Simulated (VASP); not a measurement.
Input of a VASP 6.6.1 run:

Contents of INCAR:

```
PREC = Accurate ; ENCUT = 520
EDIFF = 1E-8 ; ISMEAR = 0
SIGMA = 0.02 ; LREAL = F
LASPH = T ; NELM = 100
ALGO = Normal ; ISIF = 2
LWAVE = F ; LCHARG = F
GGA = PE ; LEPSILON = T
KPAR = 4
```

KPOINTS

```
Automatic mesh
0
Gamma
  4 4 4
```

The input POSCAR:

```
ZnCd3Se3S
1.0
    4.2626510000      2.4610430000      3.4633300000
   -4.2626510000      2.4610430000      3.4633300000
    0.0000000000     -4.9220850000      3.4633300000
Zn Cd Se S
1 3 3 1
Direct
    0.9918050000      0.9918050000      0.9918050000
    0.5064320000      0.9962020000      0.5064320000
    0.9962020000      0.5064320000      0.5064320000
    0.5064320000      0.5064320000      0.9962020000
    0.2372310000      0.7625000000      0.2372310000
    0.7625000000      0.2372310000      0.2372310000
    0.2372310000      0.2372310000      0.7625000000
    0.7616920000      0.7616920000      0.7616920000
```

Potentials or basis: VASP PAW PBE potentials, release 64 (Zn, Cd, Se, S).

Run with:

```console
$ cat potpaw_PBE.64/Zn/POTCAR potpaw_PBE.64/Cd/POTCAR potpaw_PBE.64/Se/POTCAR potpaw_PBE.64/S/POTCAR > POTCAR
$ mpirun -np 4 vasp_std > vasp.out
```

Estimate the electronic dielectric tensor (diagonal).

11.44, 11.44, 11.95.

Estimate the Born charges (mean of the diagonal).

Zn +2.23; Cd +2.42; Se -2.30; S -2.61 e.

Predict the band gap on the k mesh.

0.69 eV, direct.

Electronic dielectric tensor:
```
11.44  0.00  0.00
 0.00 11.44  0.00
 0.00  0.00 11.95
```

Caveat: the gap is small at this level, which inflates the dielectric constant. Expect the measured gap to be larger: semilocal functionals such as PBE lack the derivative discontinuity.
